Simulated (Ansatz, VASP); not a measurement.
**Sb (Antimony) in two plane-wave programs**

Aim: how closely do two programs agree when they are given the same cell, functional and k mesh? The cell is taken from a series of VASP runs on this material, whose earlier steps may have relaxed, scaled or displaced it; both programs get it as it stands.

Calculated with Ansatz 0.2.0; plane waves, with VASP 6.6.1 beside it; zone-centre phonons at PBEsol.

## (1) Set-up

Symmetry: R-3m, No. 166, trigonal system. Conventional cell: a = 4.325 Å, b = 4.325 Å, c = 11.193 Å, α = 90.00°, β = 90.00°, γ = 120.00°. Nearest to Sb lie 3 Sb at 2.92 Å.

## (2) VASP: zone-centre phonons, PBEsol

Second derivatives magnify differences that forces hide, and they need a tight electronic threshold.

Lines of VASP's logs that name or quote its potential files are left out, and so is its time.

INCAR

```
SYSTEM = Sb
PREC = Accurate
ENCUT = 400
EDIFF = 1E-08
NELM = 100
ISMEAR = 1
SIGMA = 0.2
LREAL = .FALSE.
ALGO = Normal
GGA = PS
NBANDS = 11
LORBIT = 11
LWAVE = .FALSE.
LCHARG = .FALSE.
KPAR = 2
IBRION = 8
ISIF = 2
```

POSCAR

```
Sb
1.0
    2.1624488920      1.2484904499      3.7310398501
   -2.1624488920      1.2484904499      3.7310398501
    0.0000000000     -2.4969808999      3.7310398501
Sb
2
Direct
    0.2341336489      0.2341336489      0.2341336489
    0.7658663511      0.7658663511      0.7658663511
```

KPOINTS

```
Automatic mesh
0
Gamma
11 11 11
0 0 0
```

PAW data sets: Sb (PBE family, release 64).

Command:

```console
$ mpirun -np 2 vasp_std
```

Numbers of over 12 decimals in the logs are rounded to 6 here.

The log of the run:

```text
[banner, memory and clock lines left out]
running    2 mpi-ranks, on    1 nodes
 distrk:  each k-point on    1 cores,    2 groups
 distr:  one band on    1 cores,    1 groups

 POSCAR found type information on POSCAR Sb
 POSCAR found :  1 types and       2 ions
|                                                                             |
|               ----> ADVICE to this user running VASP <----                  |
|                                                                             |
|     You enforced a specific xc type in the INCAR file but a different       |
|     [... a line on the potential file left out ...]
|     I HOPE YOU KNOW WHAT YOU ARE DOING!                                     |
|                                                                             |

 LDA part: xc-table for (Slater+PW92), standard interpolation
 POSCAR, INCAR and KPOINTS ok, starting setup
 FFT: planning ... GRIDC
 FFT: planning ... GRID_SOFT
 FFT: planning ... GRID
 WAVECAR not read
 entering main loop
       N       E                     dE             d eps       ncg     rms          rms(c)
DAV:   1     0.288830778896E+02    0.28883E+02   -0.30799E+03  3212   0.577E+02
DAV:   2    -0.758256797615E+01   -0.36466E+02   -0.35265E+02  4291   0.103E+02
DAV:   3    -0.911784140896E+01   -0.15353E+01   -0.15271E+01  3868   0.239E+01
DAV:   4    -0.913062899933E+01   -0.12788E-01   -0.12774E-01  3605   0.266E+00
DAV:   5    -0.913078406681E+01   -0.15507E-03   -0.15507E-03  3747   0.314E-01    0.289E+00
DAV:   6    -0.912027026322E+01    0.10514E-01   -0.26858E-03  3620   0.304E-01    0.173E+00
DAV:   7    -0.911411081504E+01    0.61594E-02   -0.62106E-03  3545   0.457E-01    0.565E-02
DAV:   8    -0.911413853351E+01   -0.27718E-04   -0.16103E-04  3599   0.881E-02    0.189E-02
DAV:   9    -0.911414711665E+01   -0.85831E-05   -0.18732E-05  3641   0.265E-02    0.630E-03
DAV:  10    -0.911414647304E+01    0.64361E-06   -0.25686E-06  3605   0.888E-03    0.985E-04
DAV:  11    -0.911414655019E+01   -0.77150E-07   -0.20463E-07  3629   0.293E-03    0.562E-04
DAV:  12    -0.911414657591E+01   -0.25720E-07   -0.17556E-08  3258   0.747E-04    0.144E-04
DAV:  13    -0.911414658997E+01   -0.14059E-07   -0.17407E-09  1840   0.270E-04    0.550E-05
DAV:  14    -0.911414658771E+01    0.22624E-08   -0.25333E-10  1768   0.120E-04
   1 F= -.91141466E+01 E0= -.91148342E+01  d E =0.206289E-02
 Linear response reoptimize wavefunctions to high precision
DAV:   1    -0.911414658794E+01   -0.23482E-09   -0.29794E-11  1924   0.471E-05
DAV:   2    -0.911414658796E+01   -0.16200E-10   -0.58674E-12  1726   0.193E-05
 Linear response DOF=           2
 Linear response progress:
  Degree of freedom:   1/  2
       N       E                     dE             d eps       ncg     rms          rms(c)
RMM:   1    -0.249672371934E-01   -0.24967E-01    0.25239E-02 29599   0.117E+00
RMM:   2    -0.247418787316E-01    0.22536E-03   -0.16186E-03 23083   0.237E-01    0.467E-02
RMM:   3    -0.247374819217E-01    0.43968E-05   -0.51491E-05 24406   0.391E-02    0.277E-02
RMM:   4    -0.247789286097E-01   -0.41447E-04   -0.26439E-05 24347   0.199E-02    0.222E-03
RMM:   5    -0.247841809609E-01   -0.52524E-05   -0.24267E-06 24959   0.351E-03    0.994E-04
RMM:   6    -0.247853890982E-01   -0.12081E-05    0.75995E-08 24235   0.892E-04    0.304E-04
RMM:   7    -0.247845327671E-01    0.85633E-06    0.23008E-07 25400   0.229E-04    0.712E-05
RMM:   8    -0.247844606416E-01    0.72125E-07   -0.61375E-08 25708   0.523E-05    0.144E-05
RMM:   9    -0.247844536038E-01    0.70378E-08   -0.14755E-08 25660   0.160E-05    0.157E-06
 first order change of Fermi-energy  -0.26684E-04
 force on displaced ion       1 direction 1 :  -2.327  -0.000   0.000
 Linear response progress:
  Degree of freedom:   2/  2
       N       E                     dE             d eps       ncg     rms          rms(c)
RMM:   1    -0.260669391050E-01   -0.26067E-01    0.19209E-02  6245   0.118E+00
RMM:   2    -0.250415123684E-01    0.10254E-02   -0.15428E-03  5009   0.243E-01    0.472E-02
RMM:   3    -0.249279557623E-01    0.11356E-03   -0.45561E-05  5333   0.431E-02    0.285E-02
RMM:   4    -0.248427801180E-01    0.85176E-04   -0.29664E-05  5173   0.259E-02    0.754E-03
RMM:   5    -0.248492301013E-01   -0.64500E-05   -0.86587E-07  5387   0.547E-03    0.266E-03
RMM:   6    -0.248508775100E-01   -0.16474E-05   -0.60029E-08  5406   0.109E-03    0.823E-04
RMM:   7    -0.248501862382E-01    0.69127E-06    0.66820E-09  5468   0.335E-04    0.217E-04
RMM:   8    -0.248502056435E-01   -0.19405E-07    0.30085E-09  5517   0.671E-05    0.370E-05
RMM:   9    -0.248502206550E-01   -0.15011E-07   -0.11735E-10  5597   0.205E-05    0.191E-05
RMM:  10    -0.248502234560E-01   -0.28010E-08   -0.12679E-10  5495   0.108E-05    0.475E-06
 first order change of Fermi-energy  -0.27979E+00
 force on displaced ion       1 direction 3 :   0.000   0.000  -4.884
 Linear response finished
```

Parts of OUTCAR (step 2):

```text
ion  position               nearest neighbor table
   1  0.234  0.234  0.234-   2 2.92   2 2.92   2 2.92   2 3.34   2 3.34   2 3.34
   2  0.766  0.766  0.766-   1 2.92   1 2.92   1 2.92   1 3.34   1 3.34   1 3.34

  LATTYP: Found a trigonal (rhomboedric) cell.
 ALAT       =     4.4894957375
 COS(alpha) =     0.5359908202

 Subroutine GETGRP returns: Found 12 space group operations
 (whereof 12 operations were pure point group operations)

The static configuration has the point symmetry D_3d.

 Found    146 irreducible k-points:

   k-points           NKPTS =    146   k-points in BZ     NKDIM =    146   number of bands    NBANDS=     11

   dimension x,y,z NGX =    30 NGY =   30 NGZ =   30
   dimension x,y,z NGXF=    60 NGYF=   60 NGZF=   60

   ENCUT  =  400.0 eV  29.40 Ry    5.42 a.u.   7.32  7.32  7.32*2*pi/ulx,y,z

   NELECT =      10.0000    total number of electrons

 k-points in reciprocal lattice and weights: Automatic mesh
   0.00000000  0.00000000  0.00000000       0.001
   0.09090909  0.00000000  0.00000000       0.005
   0.18181818  0.00000000  0.00000000       0.005
   0.27272727  0.00000000  0.00000000       0.005
   0.36363636  0.00000000  0.00000000       0.005
   0.45454545  0.00000000  0.00000000       0.005
   0.09090909  0.09090909  0.00000000       0.005
   0.18181818  0.09090909  0.00000000       0.009
   0.27272727  0.09090909  0.00000000       0.009
[...]
0.45454545  0.45454545  0.45454545       0.002
  -0.45454545  0.45454545  0.45454545       0.005

 average (electrostatic) potential at core
       1 -85.6940       2 -85.6940

  Total       -0.0061529     -0.0061529     -0.0850060      0.0000000      0.0000000      0.0000000
  in kB       -0.1631081     -0.1631081     -2.2534493      0.0000000      0.0000000      0.0000000
  external PRESSURE =      -0.8598885 kB  Pullay stress =       0.0000000 kB

  energy-cutoff  :      400.00
  volume of cell :       60.44
      direct lattice vectors                 reciprocal lattice vectors
     2.162448892  1.248490450  3.731039850     0.231219337  0.133494547  0.089340599
    -2.162448892  1.248490450  3.731039850    -0.231219337  0.133494547  0.089340599
     0.000000000 -2.496980900  3.731039850     0.000000000 -0.266989093  0.089340599

 POSITION                                       TOTAL-FORCE (eV/Angst)
 -----------------------------------------------------------------------------------
      0.00000     -0.00000      2.62069         0.000000     -0.000000      0.133249
      0.00000     -0.00000      8.57243         0.000000      0.000000     -0.133249
 -----------------------------------------------------------------------------------
    total drift:                                0.000000     -0.000000     -0.000000

 Eigenvectors and eigenvalues of the dynamical matrix
 ----------------------------------------------------

   1 f  =    4.428174 THz    27.823039 2PiTHz  147.707994 cm-1    18.313449 meV
             X         Y         Z           dx          dy          dz
      0.000000 -0.000000  2.620686     0.000000   -0.000000    0.707107
      0.000000 -0.000000  8.572434    -0.000000    0.000000   -0.707107

   2 f  =    3.056153 THz    19.202373 2PiTHz  101.942279 cm-1    12.639226 meV
             X         Y         Z           dx          dy          dz
      0.000000 -0.000000  2.620686     0.000004   -0.707107   -0.000000
      0.000000 -0.000000  8.572434    -0.000004    0.707107    0.000000

   3 f  =    3.056153 THz    19.202373 2PiTHz  101.942279 cm-1    12.639226 meV
             X         Y         Z           dx          dy          dz
      0.000000 -0.000000  2.620686    -0.707107   -0.000004   -0.000000
      0.000000 -0.000000  8.572434     0.707107    0.000004    0.000000

   4 f  =    0.000000 THz     0.000000 2PiTHz    0.000001 cm-1     0.000000 meV
             X         Y         Z           dx          dy          dz
      0.000000 -0.000000  2.620686     0.704348    0.062229   -0.004595
      0.000000 -0.000000  8.572434     0.704348    0.062229   -0.004595

   5 f/i=    0.000000 THz     0.000000 2PiTHz    0.000001 cm-1     0.000000 meV
             X         Y         Z           dx          dy          dz
      0.000000 -0.000000  2.620686     0.023967   -0.221736    0.671013
      0.000000 -0.000000  8.572434     0.023967   -0.221736    0.671013

   6 f/i=    0.000000 THz     0.000000 2PiTHz    0.000002 cm-1     0.000000 meV
             X         Y         Z           dx          dy          dz
      0.000000 -0.000000  2.620686     0.057611   -0.668551   -0.222981
      0.000000 -0.000000  8.572434     0.057611   -0.668551   -0.222981

 ELASTIC MODULI CONTR FROM IONIC RELAXATION (kBar)
 Direction    XX          YY          ZZ          XY          YZ          ZX
 --------------------------------------------------------------------------------
 XX        -129.2611    -84.9991   -155.5137     -0.0000     69.4513      0.0000
 YY         -84.9991   -129.2611   -155.5137      0.0000    -69.4513     -0.0000
 ZZ        -155.5137   -155.5137   -225.7490     -0.0000      0.0000      0.0000
 XY          -0.0000      0.0000     -0.0000    -22.1310      0.0000     66.1420
 YZ          69.4513    -69.4513      0.0000      0.0000   -217.9515     -0.0000
 ZX           0.0000     -0.0000      0.0000     66.1420     -0.0000   -197.6760
 --------------------------------------------------------------------------------
```

Energies printed during the response cycles are not total energies of the cell. The PAW data sets were made with PBE, which is usual practice but a small mismatch for other functionals.

## (3) Ansatz: zone-centre phonons, PBEsol

Ansatz runs on its default PAW (the set named soft_2) files.

The same cell, functional, mesh and smearing now go to Ansatz, which takes its cutoff from its data sets.

input.yaml

```yaml
crystal:
  lattice:
    - [2.162448892, 1.2484904499, 3.7310398501]
    - [-2.162448892, 1.2484904499, 3.7310398501]
    - [0.0, -2.4969808999, 3.7310398501]
  atoms:
    - { symbol: Sb, position: [0.2341336489, 0.2341336489, 0.2341336489] }
    - { symbol: Sb, position: [0.7658663511, 0.7658663511, 0.7658663511] }
hamiltonian:
  xc: pbesol
  pseudopotentials: { kind: paw }
kpoints:
  mp_grid: { grid: [11, 11, 11] }
scf:
  occupations: { method: methfessel_paxton, width: 0.2 }
phonons:
  method: dfpt
  qpoints: [[0, 0, 0]]
```

Command:

```console
$ ansatz run input.yaml --threads 4 --pin off --max-ram 9216MiB --backend cpu --events-out ev --progress --plain --runs-dir out
```

The log of the run:

```text
Engine: ansatz 0.2.0, aarch64-unknown-linux-gnu
Pseudopotentials: kind: paw
Pseudopotential: Sb, paw, valence charge 15, recommended cutoff 420 eV (normal), Sb.paw.azcp
Functional definition: PBEsol
  exchange = pbesol_x
  correlation = pbesol_c
Crystal: 2 atoms, lattice volume = 60.438 Å³
Basis set: ecut = 420 eV, 1183 PW (Γ), exchange–correlation on 64×64×64 points (8 copies of the dense FFT grid, shifted against one another)
Bands: 19, of which v1, the nominal top of the filled ones, is band 15 counted from 1 (14 counted from 0)
Symmetry: 12 space group operations
k-points: 366 of 1331 (irreducible under 2 space group operations, time reversal used)
Non-local potential: Sb, projectors of the file, l = 0: 2, l = 1: 2, l = 2: 2, l = 3: 2
PAW form: soft (Blöchl's): semilocal exchange-correlation on the pseudo side does not see the compensation charge
PAW frozen core: Sb, regenerated for the run's functional, and the local potential with it (the file was generated under x = pbe(κ = 0.804, μ = 0.219515), c = pbe(β = 0.066725))
PAW one-centre angular grid: Sb, 590 points (default); XC on 64 Gauss nodes
Initial density: superposition of atomic densities (neutral atoms: chi_scale 0, normalization atom), corrected by the library's trained network
Initial wavefunctions: pseudopotential atomic-orbital guess
Functional: x = pbesol(κ = 0.804, μ = 0.123457), c = pbesol(β = 0.046)
SCF iter   1: F=—  HF=-12816.172951 eV  |F-HF|=—  |Δ(HF+E_count)|=         —  Δρ=2.52e-3  dr2=2.95e-3  ethr=1.77e-3  ⟨swp⟩=5.7  Hψ=33741  notcnv=0
preconditioner: auto → none  [insulator: Δε(μ)=0.152 eV  Ē_g=8.641 eV  σ=0.200 eV  W_gap=0.59  n_scr=14 (ndim 8)  ℏωp=15.1 eV  f_vac=0.002  D(μ)=0.18/eV (n_scr^D=0)  ε∞_Penn≈4.1]
SCF iter   2: F=—  HF=-12816.170204 eV  |F-HF|=—  |Δ(HF+E_count)|=   2.75e-3  S|Δr|=    0.00e0  Δρ=1.34e-3  dr2=5.25e-4  ethr=9.82e-6  ⟨swp⟩=2.2  Hψ=15227  notcnv=0
SCF iter   3: F=—  HF=-12816.170083 eV  |F-HF|=—  |Δ(HF+E_count)|=   1.21e-4  S|Δr|=    0.00e0  Δρ=3.34e-4  dr2=5.21e-5  ethr=1.75e-6  ⟨swp⟩=2.0  Hψ=12446  notcnv=0
SCF iter   4: F=—  HF=-12816.170082 eV  |F-HF|=—  |Δ(HF+E_count)|=   1.08e-6  S|Δr|=    0.00e0  Δρ=9.96e-5  dr2=3.73e-6  ethr=1.74e-7  ⟨swp⟩=2.8  Hψ=12623  notcnv=0
SCF iter   5: F=—  HF=-12816.170083 eV  |F-HF|=—  |Δ(HF+E_count)|=   8.02e-7  S|Δr|=    0.00e0  Δρ=3.36e-5  dr2=4.18e-7  ethr=1.24e-8  ⟨swp⟩=2.0  Hψ=12446  notcnv=0
SCF iter   6: F=—  HF=-12816.170083 eV  |F-HF|=—  |Δ(HF+E_count)|=   9.36e-8  S|Δr|=    0.00e0  Δρ=2.01e-6  dr2=1.90e-9  ethr=1.39e-9  ⟨swp⟩=2.0  Hψ=12446  notcnv=0
SCF iter   7: F=—  HF=-12816.170083 eV  |F-HF|=—  |Δ(HF+E_count)|=  5.68e-10  S|Δr|=    0.00e0  Δρ=2.82e-7  dr2=4.18e-11  ethr=6.32e-12  ⟨swp⟩=2.0  Hψ=12521  notcnv=0
SCF iter   8: F=-12816.170083 eV  HF=-12816.170083 eV  |F-HF|=0.00e0  |Δ(HF+E_count)|=    0.00e0  S|Δr|=    0.00e0  Δρ=2.81e-8  dr2=2.39e-13  ethr=1.00e-12  ⟨swp⟩=6.0  Hψ=30469  notcnv=0
SCF 1 converged in 8 iterations: F = -12816.170083 eV  dr2 = 2.39e-13
  greatest PAW one-centre occupation: 0.996 electrons in one spin orbital (limit 2), on the Sb atom at site 1 (counted from 0), in its partial waves of l = 2
DFPT response loops at Γ: preconditioner auto → Kerker (q_TF=auto, 2.428 Å⁻¹) (partly filled bands, converged f_vac=0.001); β = 1.00, the filter's whole step (`scf.mixing.beta` (0.50) is not read by the response loops under this deck's `scf.mixing.preconditioner`; to damp them name `kerker` or `kerker_dos`, under which they read `scf.mixing.beta`, and type it under 1.00, their step now; both keys bind the ground state too); Broyden in place of MSR1
SCF converged after 8 iterations
Stability not checked: this state was not tested for a lower state beside it, because cold or Methfessel-Paxton smearing, or corrected tetrahedra, fill the levels in a way that the test cannot read (fill_not_monotonic; see scf.lower_state_search)
Free energy (F): -12816.170083 eV
Harris-Foulkes:  -12816.170083 eV  (|F-HF|=0.00e0)
Internal energy: -12816.172182 eV  (E = F + TS)
E sigma→0 (E₀):  -12816.170608 eV
Entropy (-TS):   0.002100 eV (1.050 meV/atom)
Fermi energy:    9.950992 eV
Step filling:    the computed levels leave a gap of 0.1446 eV = 0.7 smearing widths at the electron count; against every level under it full and every level over it empty, smearing changes F+E_penalty+E_count by +0.864 meV and its σ→0 estimate by +0.339 meV
--- Per-component energies (eV) ---
  E_band       = -341.750398
  E_kinetic    = 414.751778
  E_local      = -3195.300496  (includes V_loc(G=0)·N_el)
  E_nonlocal   = 728.069475
  E_hartree    = 1445.864753
  E_xc         = -275.024184
  E_vxc        = -193.296210  (∫ρ·V_xc dr)
  E_paw        = -8999.065945  (= ΣΔE_a)
  E_vpaw       = -987.704443  (= ΣTr[D̂ρ^β])
  E_aug_tail   = -0.000004  (compensation charges beyond the density's cutoff)
  E_ewald      = -2936.131273
  E_core_change = 0.663714  (= ΣΔE_core)
  E_smearing   = 0.002100  (= −TS)
  E_closure    = 0.000000  (closes the sum)
  Σ components = -12816.170083   (vs F -12816.170083, Δ=0.00e0)
--- Band table (eV; the first three rows and the last of 366) ---
  k-point 0: bands = [... 11 lower, 5.0797, 7.9231, 8.1116, 8.1116, 12.0563, 12.6356, 12.6356, 14.9795]
  k-point 1: bands = [... 11 lower, 4.6679, 7.9502, 8.0936, 8.2808, 11.9940, 12.3781, 12.4043, 14.5885]
  k-point 2: bands = [... 11 lower, 3.7294, 7.9599, 8.0550, 8.6265, 11.6198, 11.7999, 11.8319, 14.4630]
  k-point 365: bands = [... 11 lower, 0.9477, 7.4354, 8.2829, 9.2807, 10.3950, 10.4850, 11.9306, 16.5354]
--- Phonons (Γ-DFPT): 2 representative perturbations + reference, on 366 of 1331 k-points (Σ response iterations 6) ---
  k mesh reduced under 2 symmetry operations, with k and −k counted as one. Each operation leaves every solved perturbation unchanged. A smaller set is not used because it would not reduce the number of displacements times k-points to solve
  ASR residual: 3.499e-5 → 0.000e0 eV/Å²; symmetrization residual: 4.020e-5 eV/Å²
  ASR residual per site (eV/Å²): 3.50e-5 3.50e-5
  Γ frequencies (cm⁻¹): 0.00 0.00 0.00 98.55 98.55 145.12
  non-analytic LO–TO correction: not included (Born effective charges unavailable; polar crystals: no LO–TO splitting at Γ)
--- Phonons (arbitrary-q DFPT): 1 explicit q-point ---
  q = [0, 0, 0] (of the zone-centre solve; hermiticity 8.53e-6, symmetrization 4.26e-6): -0.00 0.00 0.00 98.55 98.55 145.12
  sum rule: each row above includes the acoustic sum rule's correction from the zone centre's row sums; it moved no ω² by more than (0.28 cm⁻¹)²
```

Wall time 50 s (4 threads of Arm Neoverse N1, shared host); peak memory 1.5 GiB.

In the SCF lines HF is the Harris–Foulkes energy and dr2 the Hartree energy of the density residual, in eV; the loop may stop once dr2 is under the threshold and the program's other checks hold. Hψ counts applications of the Hamiltonian.

## (4) Differences

Known differences besides the potentials themselves: the data sets hold 30 valence electrons in Ansatz (default PAW (the set named soft_2) files) and 10 in VASP; the cutoff is 420 eV in Ansatz and 400 eV in VASP; Ansatz makes its cores anew for this functional, VASP keeps those of its PBE data sets; VASP leaves aspherical gradient terms in its spheres out (LASPH is not set), Ansatz keeps them. Total energies have different zeros and are not compared.

Both answers:

| quantity | Ansatz | VASP | difference |
| --- | --- | --- | --- |
| optical mode 1 to 2 (cm⁻¹) | 98.5 | 101.9 | -3.33 % |
| optical mode 3 (cm⁻¹) | 145.1 | 147.7 | -1.75 % |

Modes are paired by rising frequency and degeneracy, not by their patterns, so a pair may still set unlike modes beside each other.

## (5) Summary of results

```yaml
r_m_s_difference_of_the_optical_zone_centre_modes_each_program_s_sorted_by_frequency_zone_centre_phonons_pbesol: 3.1 cm⁻¹
difference_in_optical_mode_1_to_2_zone_centre_phonons_pbesol: -3.3 %
```

The r.m.s. difference of the optical zone-centre modes, each program's sorted by frequency is 3.1 cm⁻¹ (zone-centre phonons, PBEsol). Among the rows given in per cent, the largest difference of the zone-centre phonons, PBEsol pair is in optical mode 1 to 2, -3.3 %. Such differences can come from data sets, numerical settings and the points named under the comparisons, not from the functional's error against experiment.

[Lines on the potential files, build, host, timing and source positions are cut from VASP's logs without a mark.]

[Logs are printed without paths, hosts, clocks, repeated set-up lines and the standing remarks that a program may print on its own settings, such as how far it seeks lower states.]

[Hosts, paths, dates, database ids (printed as entryN), source tags and the programs' standing remarks are cut or masked in the printed files.]
